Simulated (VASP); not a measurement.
Crystal: VMoS3.

```xyz
5
Lattice="4.2712 0.0000 0.0000 0.0000 4.2712 0.0000 0.0000 0.0000 5.5559" Properties=species:S:1:pos:R:3 pbc="T T T"
V     0.0000    0.0000    2.6455
Mo    2.1356    2.1356    0.2706
S     0.0000    0.0000    4.7576
S     2.1356    0.0000    1.8358
S     0.0000    2.1356    1.8358
```

The cell was built by a generator and needn't be a form met in nature.

```yaml
Program: VASP 6.6.1
Task: relaxation of cell and atoms
Functional: PBE
Potentials_or_basis: VASP PAW PBE potentials, release 64 (V_sv, Mo_sv, S)
Cutoff: 520 eV
k_mesh: 3 × 3 × 3
Occupations: gaussian, width 0.15 eV
Spin: collinear spin, ferromagnetic start
Starting_moments: "[2.0, 1.0, 0.0, 0.0, 0.0] μB"
```

At the start: pressure -2.5 GPa; volume 20.27 Å³/atom.

Q: How do energy, volume and symmetry change on relaxing?

A: Over 18 steps the energy falls by 165.5 meV/atom and the volume is 21.96 Å³/atom (+8.3 %); space group P4mm (No. 99, to 0.05 Å); moment 4.55 μB per cell.

The path:
| step | energy change (eV) | largest force (eV/Å) | pressure (GPa) | volume (Å³) |
| --- | --- | --- | --- | --- |
| 1 | 0.0000 | 3.0296 | -2.49 | 101.36 |
| 2 | -0.5249 | 0.6305 | 2.38 | 96.81 |
| 3 | -0.5291 | 0.6349 | 3.20 | 96.41 |
| 4 | -0.6436 | 0.6544 | 2.09 | 101.11 |
| 5 | -0.6246 | 1.2234 | -2.54 | 110.19 |
| 6 | -0.6859 | 0.9001 | -0.46 | 105.25 |
| 7 | -0.7215 | 0.8363 | -0.59 | 108.15 |
| 8 | -0.7244 | 0.6051 | -0.43 | 107.54 |
| 9 | -0.7654 | 0.4547 | 0.41 | 106.96 |
| 10 | -0.7897 | 0.2752 | 1.67 | 106.24 |
| 11 | -0.8158 | 0.1326 | 0.50 | 108.24 |
| 12 | -0.8200 | 0.1899 | 0.06 | 109.14 |
| 13 | -0.8151 | 0.3698 | -0.92 | 110.94 |
| 14 | -0.8203 | 0.2519 | -0.58 | 109.74 |
| 15 | -0.8204 | 0.2224 | -0.40 | 109.49 |
| 16 | -0.8249 | 0.1990 | -0.28 | 109.79 |
| 17 | -0.8262 | 0.1817 | -0.21 | 110.13 |
| 18 | -0.8277 | 0.0388 | 0.32 | 109.81 |

Final structure:
```yaml
crystal:
  lattice:
    - [4.44492, 0.00000, 0.00000]
    - [0.00000, 4.44492, 0.00000]
    - [0.00000, 0.00000, 5.55775]
  atoms:
    - { symbol: V, position: [0.00000, 0.00000, 0.45729] }
    - { symbol: Mo, position: [0.50000, 0.50000, 0.12036] }
    - { symbol: S, position: [0.00000, 0.00000, 0.83963] }
    - { symbol: S, position: [0.50000, 0.00000, 0.31236] }
    - { symbol: S, position: [0.00000, 0.50000, 0.31236] }
```

Caveat: the k mesh is coarse (spacing up to 0.49 Å⁻¹), so the values aren't converged.
